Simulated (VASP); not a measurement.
Output of a VASP run:

File OSZICAR:
```
       N       E                     dE             d eps       ncg     rms          rms(c)
DAV:   1     0.228440227629E+02    0.22844E+02   -0.64639E+03   994   0.849E+02
DAV:   2    -0.111796127647E+02   -0.34024E+02   -0.32697E+02   881   0.154E+02
DAV:   3    -0.127488487586E+02   -0.15692E+01   -0.15018E+01  1162   0.250E+01
DAV:   4    -0.127818827995E+02   -0.33034E-01   -0.32713E-01  1000   0.281E+00
DAV:   5    -0.127829225194E+02   -0.10397E-02   -0.10360E-02  1087   0.457E-01    0.681E+00
DAV:   6    -0.112177250617E+02    0.15652E+01   -0.12281E+01   867   0.170E+01    0.224E+00
DAV:   7    -0.111634991040E+02    0.54226E-01   -0.60555E-01   904   0.477E+00    0.114E+00
DAV:   8    -0.111598020416E+02    0.36971E-02   -0.41739E-02  1122   0.123E+00    0.313E-01
DAV:   9    -0.111584715036E+02    0.13305E-02   -0.10111E-02  1018   0.582E-01    0.111E-01
DAV:  10    -0.111584390285E+02    0.32475E-04   -0.46842E-04  1012   0.136E-01    0.565E-02
DAV:  11    -0.111584456696E+02   -0.66411E-05   -0.48417E-05  1221   0.369E-02    0.400E-03
DAV:  12    -0.111584452518E+02    0.41779E-06   -0.42830E-06   939   0.980E-03
   1 F= -.11158445E+02 E0= -.11158997E+02  d E =-.111584E+02
       N       E                     dE             d eps       ncg     rms          rms(c)
DAV:   1    -0.283045363708E+02   -0.17146E+02   -0.35070E+02   776   0.191E+02    0.213E+01
DAV:   2    -0.143530677779E+02    0.13951E+02   -0.28016E+01   773   0.567E+01    0.812E+00
DAV:   3    -0.124752502741E+02    0.18778E+01   -0.10438E+01   854   0.284E+01    0.470E+00
DAV:   4    -0.128645604845E+02   -0.38931E+00   -0.63282E+00   851   0.165E+01    0.449E+00
DAV:   5    -0.122979468554E+02    0.56661E+00   -0.40045E+00   807   0.155E+01    0.162E+00
DAV:   6    -0.122735194115E+02    0.24427E-01   -0.15678E-01   829   0.287E+00    0.410E-01
DAV:   7    -0.122740620496E+02   -0.54264E-03   -0.11833E-02   941   0.698E-01    0.128E-01
DAV:   8    -0.122742103118E+02   -0.14826E-03   -0.24197E-04   902   0.122E-01    0.698E-02
DAV:   9    -0.122741276260E+02    0.82686E-04   -0.33100E-04   852   0.101E-01    0.812E-03
DAV:  10    -0.122741295386E+02   -0.19127E-05   -0.11066E-05   943   0.241E-02    0.555E-03
DAV:  11    -0.122741291474E+02    0.39122E-06   -0.57439E-07   453   0.706E-03
   2 F= -.12274129E+02 E0= -.12272919E+02  d E =-.111568E+01
       N       E                     dE             d eps       ncg     rms          rms(c)
DAV:   1    -0.123434335637E+02   -0.69304E-01   -0.14026E+00   794   0.139E+01    0.148E+00
DAV:   2    -0.122831460067E+02    0.60288E-01   -0.22181E-01   785   0.373E+00    0.360E-01
DAV:   3    -0.122808505162E+02    0.22955E-02   -0.52826E-03   859   0.666E-01    0.194E-01
DAV:   4    -0.122801406296E+02    0.70989E-03   -0.25381E-03   812   0.417E-01    0.559E-02
DAV:   5    -0.122801651438E+02   -0.24514E-04   -0.90577E-05   924   0.902E-02    0.246E-02
DAV:   6    -0.122801672679E+02   -0.21241E-05   -0.63676E-06   858   0.160E-02    0.112E-02
DAV:   7    -0.122801671982E+02    0.69729E-07   -0.15474E-06   476   0.776E-03
   3 F= -.12280167E+02 E0= -.12278801E+02  d E =-.112172E+01
```

OUTCAR:
```
------------------------ aborting loop because EDIFF is reached ----------------------------------------
  FORCE on cell =-STRESS in cart. coord.  units (eV):
  Direction    XX          YY          ZZ          XY          YZ          ZX
  --------------------------------------------------------------------------------------
  Total        0.0190915      0.0190915      0.0190915     -0.0000000     -0.0000000      0.0000000
  in kB        0.5891196      0.5891196      0.5891196     -0.0000000     -0.0000000      0.0000000
  external PRESSURE =       0.5891196 kB  Pullay stress =       0.0000000 kB
  volume of cell :       51.92
      direct lattice vectors                 reciprocal lattice vectors
    -0.000000000  2.961004297  2.961004297    -0.168861626  0.168861626  0.168861626
     2.961004297  0.000000000  2.961004297     0.168861626 -0.168861626  0.168861626
     2.961004297  2.961004297  0.000000000     0.168861626  0.168861626 -0.168861626
 POSITION                                       TOTAL-FORCE (eV/Angst)
 -----------------------------------------------------------------------------------
      0.00000      0.00000      0.00000         0.000000     -0.000000      0.000000
      1.48050      1.48050      1.48050        -0.000000      0.000000     -0.000000
 -----------------------------------------------------------------------------------
    total drift:                                0.000000      0.000000      0.000000
  FREE ENERGIE OF THE ION-ELECTRON SYSTEM (eV)
  ---------------------------------------------------
  free  energy   TOTEN  =       -12.2801671982 eV

  energy  without entropy=      -12.2760683156  energy(sigma->0) =      -12.27880090

 reached required accuracy - stopping structural energy minimisation
```
(Selected blocks of OUTCAR.)

**POSCAR**
```
TaAl
1
    0.0000000000     3.3601790000     3.3601790000
    3.3601790000     0.0000000000     3.3601790000
    3.3601790000     3.3601790000     0.0000000000
Ta Al
1 1
Direct
  0.0000000000   0.0000000000   0.0000000000
  0.2500000000   0.2500000000   0.2500000000
```

Task: Reconstruct the remaining input files.

Result: This is not unique; one that fits is the input of the run itself, PBEsol GGA, plane waves, VASP's PBE PAW potentials (set 64).

INCAR:
```
NELM = 100
ENCUT = 400   # plane-wave cut-off (eV)
ISMEAR = 1
ISIF = 3   # ions, shape and volume
LASPH = .True.
LREAL = .False.   # projection in real space or not
EDIFFG = -0.01
LCHARG = .False.
EDIFF = 1E-6   # SCF stop (eV)
SIGMA = 0.1   # width (eV)
PREC = Accurate
GGA = PS
LWAVE = .False.
LMAXMIX = 6
NSW = 60   # most ionic steps
ALGO = Normal   # blocked Davidson
SYSTEM = TaAl
IBRION = 2   # conjugate gradients
```

KPOINTS:
```
Automatic mesh
0
Gamma
9 9 9
0 0 0
```

POTCAR, in this order: Ta_pv Al (PBE.64 set). Program: vasp_std.

Energy and stress use the plane-wave basis of the starting cell.

The structure was generated: TaAl was put into the zinc blende type (F-43m), which need not be its known phase. This run relaxes it. Symmetry was kept, so distortions that lower it aren't found.
